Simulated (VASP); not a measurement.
Computed with r2SCAN+rVV10, VASP's PBE PAW potentials (set 64) (plane waves; VASP).

A VASP calculation is set up with these files.

**INCAR**
```
! general
SYSTEM   = PtAl2
PREC     = Accurate
ENCUT    = 520
LREAL    = .False.
LASPH    = .True.

! electronic loop
EDIFF    = 1E-7
NELM     = 100
ALGO     = Normal
LMAXMIX  = 6
LMIXTAU  = .True.

! smearing
ISMEAR   = -5

! functional
METAGGA  = R2SCAN
LUSE_VDW = .True.
BPARAM   = 11.95
CPARAM   = 0.0093

! ions
ISIF     = 2

! output
LWAVE    = .False.
LCHARG   = .False.
LORBIT   = 11
NEDOS    = 601

! other
LEFG     = .True.
```

**KPOINTS_OPT**
```
k-points along high-symmetry lines
10
Line-mode
Reciprocal
  0.000000   0.000000   0.000000 ! GAMMA
  0.500000   0.000000   0.500000 ! X

  0.500000   0.000000   0.500000 ! X
  0.625000   0.250000   0.625000 ! U

  0.375000   0.375000   0.750000 ! K
  0.000000   0.000000   0.000000 ! GAMMA

  0.000000   0.000000   0.000000 ! GAMMA
  0.500000   0.500000   0.500000 ! L

  0.500000   0.500000   0.500000 ! L
  0.500000   0.250000   0.750000 ! W

  0.500000   0.250000   0.750000 ! W
  0.500000   0.000000   0.500000 ! X
```

### KPOINTS
```
Automatic mesh
0
Gamma
10 10 10
0 0 0
```

POSCAR:
```
PtAl2
1
    0.0000000000     2.9453966456     2.9453966456
    2.9453966456     0.0000000000     2.9453966456
    2.9453966456     2.9453966456     0.0000000000
Al Pt
2 1
Direct
  0.2500000000   0.2500000000   0.2500000000
  0.7500000000   0.7500000000   0.7500000000
  0.0000000000   0.0000000000   0.0000000000
```

POTCAR, in this order: Al Pt (PBE.64 set). Program: vasp_std.

The resulting files:

File OSZICAR:
```
       N       E                     dE             d eps       ncg     rms          rms(c)
DAV:   1     0.116263540980E+01    0.11626E+01   -0.72465E+03  1168   0.119E+03
DAV:   2    -0.693594429220E+02   -0.70522E+02   -0.62978E+02  1312   0.198E+02
DAV:   3    -0.715049512418E+02   -0.21455E+01   -0.21161E+01  1424   0.339E+01
DAV:   4    -0.715250063375E+02   -0.20055E-01   -0.19987E-01  1348   0.381E+00
DAV:   5    -0.715253406339E+02   -0.33430E-03   -0.33382E-03  1400   0.522E-01    0.985E+00
DAV:   6    -0.675568621880E+02    0.39685E+01   -0.35932E+00  1316   0.203E+01    0.365E+00
DAV:   7    -0.674782160412E+02    0.78646E-01   -0.43520E-01  1276   0.666E+00    0.214E+00
DAV:   8    -0.675358669609E+02   -0.57651E-01   -0.91496E-02  1176   0.246E+00    0.528E-01
DAV:   9    -0.675283851391E+02    0.74818E-02   -0.30129E-02  1168   0.155E+00    0.175E-01
DAV:  10    -0.675412760690E+02   -0.12891E-01   -0.10891E-02  1168   0.893E-01    0.115E-01
DAV:  11    -0.675420296172E+02   -0.75355E-03   -0.92486E-04  1324   0.296E-01    0.341E-02
DAV:  12    -0.675421008416E+02   -0.71224E-04   -0.37099E-04  1216   0.223E-01    0.152E-02
DAV:  13    -0.675422899457E+02   -0.18910E-03   -0.89569E-05  1236   0.117E-01    0.501E-03
DAV:  14    -0.675422917932E+02   -0.18475E-05   -0.27061E-06  1408   0.164E-02    0.222E-03
DAV:  15    -0.675422915281E+02    0.26507E-06   -0.39499E-07  1304   0.674E-03    0.554E-04
DAV:  16    -0.675422917418E+02   -0.21371E-06   -0.26534E-08   728   0.192E-03    0.236E-04
DAV:  17    -0.675422917481E+02   -0.62691E-08   -0.97572E-09   700   0.117E-03
   1 F= -.67542292E+02 E0= -.67542292E+02  d E =0.000000E+00
       N       E                     dE             ncg
       N       E                     dE             ncg
```

File OUTCAR:
```
------------------------ aborting loop because EDIFF is reached ----------------------------------------
  FORCE on cell =-STRESS in cart. coord.  units (eV):
  Direction    XX          YY          ZZ          XY          YZ          ZX
  --------------------------------------------------------------------------------------
  Total        0.0059392      0.0059392      0.0059392      0.0000000     -0.0000000      0.0000000
  in kB        0.1861996      0.1861996      0.1861996      0.0000000     -0.0000000      0.0000000
  external PRESSURE =       0.1861996 kB  Pullay stress =       0.0000000 kB
  volume of cell :       51.10
      direct lattice vectors                 reciprocal lattice vectors
     0.000000000  2.945396646  2.945396646    -0.169756423  0.169756423  0.169756423
     2.945396646  0.000000000  2.945396646     0.169756423 -0.169756423  0.169756423
     2.945396646  2.945396646  0.000000000     0.169756423  0.169756423 -0.169756423
 POSITION                                       TOTAL-FORCE (eV/Angst)
 -----------------------------------------------------------------------------------
      1.47270      1.47270      1.47270        -0.000000      0.000000     -0.000000
      4.41809      4.41809      4.41809         0.000000     -0.000000      0.000000
      0.00000      0.00000      0.00000        -0.000000      0.000000      0.000000
 -----------------------------------------------------------------------------------
    total drift:                                0.000000     -0.000000      0.000000
  FREE ENERGIE OF THE ION-ELECTRON SYSTEM (eV)
  ---------------------------------------------------
  free  energy   TOTEN  =       -67.5422917481 eV

  energy  without entropy=      -67.5422917481  energy(sigma->0) =      -67.54229175

 total charge

# of ion       s       p       d       tot
------------------------------------------
    1        0.399   0.379   0.000   0.778
    2        0.399   0.379   0.000   0.778
    3        0.840   0.747   8.159   9.746
--------------------------------------------------
tot          1.638   1.506   8.159  11.303

 Electric field gradients after diagonalization (V/A^2)
 (convention: |V_zz| > |V_xx| > |V_yy|)
----------------------------------------------------------------------
 ion       V_xx      V_yy      V_zz     asymmetry (V_yy - V_xx)/ V_zz
----------------------------------------------------------------------
   1       0.000     0.000    -0.000       0.000
   2       0.000     0.000    -0.000       0.000
   3      -0.000    -0.000     0.001       0.000
```
(Selected blocks of OUTCAR.)

For a metal the tetrahedron method with Blöchl corrections gives inexact stress and forces.

The compound is PtAl2 in the fluorite structure. It was relaxed first.
